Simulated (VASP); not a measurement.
Given:

```xyz
2
Lattice="0.0000 2.1370 2.1370 2.1370 0.0000 2.1370 2.1370 2.1370 0.0000" Properties=species:S:1:pos:R:3 pbc="T T T"
Al     0.0000     0.0000     0.0000
N      1.0685     1.0685     1.0685
```

All values below come from r2SCAN+rVV10, VASP's PBE PAW potentials (set 64) (plane waves; VASP). Run with 520 eV cut-off, 10×10×10 Γ-centred mesh, Gaussian smearing of 0.050 eV, potentials Al N.

### Question
Give the stress tensor in GPa (positive for a compressed cell).

### Answer

```
14.83   0.00   0.00
 0.00  14.83   0.00
 0.00   0.00  14.83
```
The pressure is its mean diagonal, 14.83 GPa.

The compound is AlN in the zinc blende structure, a metastable form; wurtzite is the usual one. This cell is one point of a volume scan, at 0.94 of the reference volume.
